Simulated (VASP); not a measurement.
Write the native input for VASP 6.6.1 that does the following.

```yaml
Task: single point
Functional: PBE
Potentials_or_basis: VASP PAW PBE potentials, release 64 (Nb_sv, O)
Cutoff: 520 eV
k_mesh: 4 × 4 × 4
Occupations: gaussian, width 0.1 eV
Spin: no spin polarisation
Dipole_correction: no
Further_INCAR_settings: LREAL = Auto; ALGO = Fast; EDIFF = 1e-06; NBANDS = 83
```

The structure of Nb2O7 lies in POSCAR:

```
Nb2O7
1.0
    0.0000000000      5.2845000000      5.2845000000
    5.2845000000      0.0000000000      5.2845000000
    5.2845000000      5.2845000000      0.0000000000
Nb O
4 14
Direct
    0.1250000000      0.1250000000      0.1250000000
    0.6250000000      0.1250000000      0.1250000000
    0.1250000000      0.1250000000      0.6250000000
    0.1250000000      0.6250000000      0.1250000000
    0.4390000000      0.0610000000      0.0610000000
    0.8110000000      0.1890000000      0.8110000000
    0.0610000000      0.4390000000      0.4390000000
    0.1890000000      0.8110000000      0.1890000000
    0.0610000000      0.4390000000      0.0610000000
    0.8110000000      0.8110000000      0.1890000000
    0.4390000000      0.0610000000      0.4390000000
    0.1890000000      0.1890000000      0.8110000000
    0.8110000000      0.1890000000      0.1890000000
    0.0610000000      0.0610000000      0.4390000000
    0.1890000000      0.8110000000      0.8110000000
    0.4390000000      0.4390000000      0.0610000000
    0.7500000000      0.7500000000      0.7500000000
    0.5000000000      0.5000000000      0.5000000000
```

One way to write it, as run:

INCAR

```
SYSTEM = Nb2O7
PREC     = Accurate       ! precision mode
ENCUT    = 520            ! plane-wave cutoff, eV
EDIFF    = 1E-6           ! SCF threshold, eV
ISMEAR   = 0              ! smearing method
SIGMA    = 0.1            ! smearing width, eV
LREAL    = Auto         
LASPH    = .True.         ! aspherical terms in the spheres
NELM     = 100            ! most SCF steps
ALGO     = Fast           ! electronic algorithm
ISIF     = 2              ! what is computed and relaxed
LWAVE    = .False.        ! write WAVECAR
LCHARG   = .False.        ! write CHGCAR
GGA      = PE             ! functional
NBANDS   = 83             ! bands
```

KPOINTS

```
regular mesh
0
Gamma
  4 4 4
  0 0 0
```

Potentials or basis: VASP PAW PBE potentials, release 64 (Nb_sv, O).

Launch:

```sh
$ cat potpaw_PBE.64/Nb_sv/POTCAR potpaw_PBE.64/O/POTCAR > POTCAR
$ mpirun -np 1 vasp_std > vasp.out
```

It gave:

```yaml
Pressure: -1.6 GPa
Largest_force: 0.467 eV/Å
Band_gap_on_the_k_mesh: none (metal or under the smearing width)
```

Run time: 8.6 min on 1 thread of Intel(R) Xeon(R) 6975P-C (Granite Rapids), on a shared host, peak memory 0.47 GiB.
